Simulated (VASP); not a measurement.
An input for Ansatz (written as the equivalent of a VASP run, and not itself run):

Ansatz 0.2 input:
```yaml
crystal:
  lattice:
    - [0.0000000, 1.7307040, 1.7307040]
    - [1.7307040, 0.0000000, 1.7307040]
    - [1.7307040, 1.7307040, 0.0000000]
  atoms:
    - { symbol: Ni, position: [0.0000000, 0.0000000, 0.0000000], spin: 0.6 }
kpoints:
  mp_grid: { grid: [16, 16, 16] }
hamiltonian:
  xc: pbesol
  pseudopotentials: { kind: paw }
magnetization: { spin_polarized: true }
scf:
  occupations: { method: methfessel_paxton, width: 0.1 }
  max_iter: 100
relax:
  max_steps: 60
  f_tol: 0.01
  cell: {}
output: { forces: true, stress: true, eigenvalues: true }
```

Write the VASP files for the same calculation (PBEsol).

One answer among several that fit: 
KPOINTS:
```
Automatic mesh
0
gamma
  16 16 16
0 0 0
```

### INCAR
```
# general
SYSTEM   =  Ni
PREC     =  Accurate
ENCUT    =  480   # plane-wave cut-off (eV)
LREAL    =  .FALSE.   # projection in real space or not
LASPH    =  .TRUE.   # aspherical one-centre terms

# electronic loop
EDIFF    =  1E-6   # SCF stop (eV)
NELM     =  100   # most electronic steps
ALGO     =  Normal   # blocked Davidson
LMAXMIX  =  4

# smearing
ISMEAR   =  1   # Methfessel-Paxton
SIGMA    =  0.1

# functional
GGA      =  PS

# spin
ISPIN    =  2   # spin-polarised
MAGMOM   =  0.6

# ions
IBRION   =  2
NSW      =  60
ISIF     =  3   # ions, shape and volume
EDIFFG   =  -0.01   # ionic stop

# output
LWAVE    =  .FALSE.
LCHARG   =  .FALSE.
LORBIT   =  10
```

File POSCAR:
```
Ni
1.0
  0.0000000000   1.7307040230   1.7307040230
  1.7307040230   0.0000000000   1.7307040230
  1.7307040230   1.7307040230   0.0000000000
Ni
1
direct
  0.0000000000   0.0000000000   0.0000000000
```

POTCAR, in this order: Ni (PBE.64 set). Program: vasp_std.

What does not carry over: each code has its own PAW files, so the cut-off isn't converted (ENCUT is set for VASP's; basis.ecutwfc is left out, and Ansatz then takes the one that its files recommend); Ansatz stops its SCF on the density residual and VASP on the energy change (EDIFF).

The compound is Ni in the fcc structure. This run relaxes it. Symmetry was kept, so distortions that lower it aren't found. The start is the result of an earlier pass.
